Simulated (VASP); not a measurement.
Consider the following.

```
AlP
1.0
    3.04799     0.00000     0.00000
    0.00000     3.04799     0.00000
    0.00000     0.00000     3.04799
Al P
1 1
Direct
  0.00000   0.00000   0.00000
  0.50000   0.50000   0.50000
```

Method: PBEsol GGA, VASP's PBE PAW potentials (set 64) (plane waves; VASP). Numerical set-up: 500 eV cut-off, 12×12×12 Γ-centred mesh, first-order Methfessel-Paxton smearing of 0.10 eV, potentials Al P.

Task: What does the run give for the energy per atom (σ→0), pressure, band gap (on the k-mesh) with the smallest direct gap where there is one?

Result: 
```yaml
band gap (on the k-mesh): none (metal, semimetal or under 0.01 eV)
energy per atom (σ→0): -4.860 eV/atom
pressure: 5.01 GPa
```

The absolute energy has meaning only against runs of the same code, potentials and settings.

The structure was generated: AlP was put into the CsCl type type (Pm-3m), which need not be its known phase. It was relaxed first under an external pressure of 5 GPa.
